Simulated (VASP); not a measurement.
A VASP calculation is set up with these files.

**KPOINTS**
```
Automatic mesh
0
Gamma
5 5 5
0 0 0
```

**POSCAR**
```
Mo2Rh
1.0
  0.0000000000   3.8757680000   3.8757680000
  3.8757680000   0.0000000000   3.8757680000
  3.8757680000   3.8757680000   0.0000000000
Mo Rh
4 2
Cart
  0.9689420000   0.9689420000   0.9689420000
  0.9689420000   2.9068260000   2.9068260000
  2.9068260000   0.9689420000   2.9068260000
  2.9068260000   2.9068260000   0.9689420000
  5.8136520000   5.8136520000   5.8136520000
  3.8757680000   3.8757680000   3.8757680000
```

INCAR:
```
SYSTEM = Mo2Rh
PREC = Accurate
ENCUT = 300
EDIFF = 1E-6
NELM = 100
ALGO = Normal
LREAL = .FALSE.
LASPH = .TRUE.
ISMEAR = 0
SIGMA = 0.1
GGA = PE
LMAXMIX = 4
LWAVE = .FALSE.
LCHARG = .FALSE.
ISIF = 2
LSORBIT = .TRUE.
LNONCOLLINEAR = .TRUE.
MAGMOM = 0.0 0.0 0.0 0.0 0.0 0.0 0.0 0.0 0.0 0.0 0.0 0.0 0.0 0.0 0.0 0.0 0.0 0.0
GGA_COMPAT = .FALSE.
LORBIT = 11
```

POTCAR, in this order: Mo_sv Rh_pv (PBE.64 set). Program: vasp_ncl.

Question: Translate this PBE+SOC calculation to Quantum ESPRESSO's pw.x.

Answer: One equivalent input (not run):
```
&CONTROL
  calculation = 'scf'
  pseudo_dir = './pseudo'
  outdir = './out'
  tprnfor = .true.
  tstress = .true.
/
&SYSTEM
  ibrav = 0
  nat = 6
  ntyp = 2
  ecutwfc = 88
  occupations = 'smearing'
  smearing = 'gaussian'
  degauss = 0.00735
  input_dft = 'pbe'
  noncolin = .true.
  lspinorb = .true.
/
&ELECTRONS
  conv_thr = 7.3e-08
  electron_maxstep = 100
/
ATOMIC_SPECIES
  Mo 95.950 Mo.upf
  Rh 102.906 Rh.upf
CELL_PARAMETERS angstrom
     0.0000000    3.8757680    3.8757680
     3.8757680    0.0000000    3.8757680
     3.8757680    3.8757680    0.0000000
ATOMIC_POSITIONS crystal
  Mo   0.1250000  0.1250000  0.1250000
  Mo   0.6250000  0.1250000  0.1250000
  Mo   0.1250000  0.6250000  0.1250000
  Mo   0.1250000  0.1250000  0.6250000
  Rh   0.7500000  0.7500000  0.7500000
  Rh   0.5000000  0.5000000  0.5000000
K_POINTS automatic
  5 5 5 0 0 0
```
What does not carry over: the potentials are each code's own (VASP's PAW set, PseudoDojo norm-conserving files, fully relativistic, in pw.x), so ENCUT and ecutwfc are chosen apart and not converted; conv_thr bounds pw.x's estimated SCF error, while EDIFF bounds the energy change between steps.

The structure was generated: Mo2Rh was put into an ordered model structure, which need not be its known phase. The cell was not relaxed at this level. The run is one of a series of settings (GGA_COMPAT = .FALSE., LNONCOLLINEAR = .TRUE., LSORBIT = .TRUE., MAGMOM = 0.0 0.0 0.0 0.0 0.0 0.0 0.0 0.0 0.0 0.0 0.0 0.0 0.0 0.0 0.0 0.0 0.0 0.0, program vasp_ncl against the base run), some of them coarse on purpose.
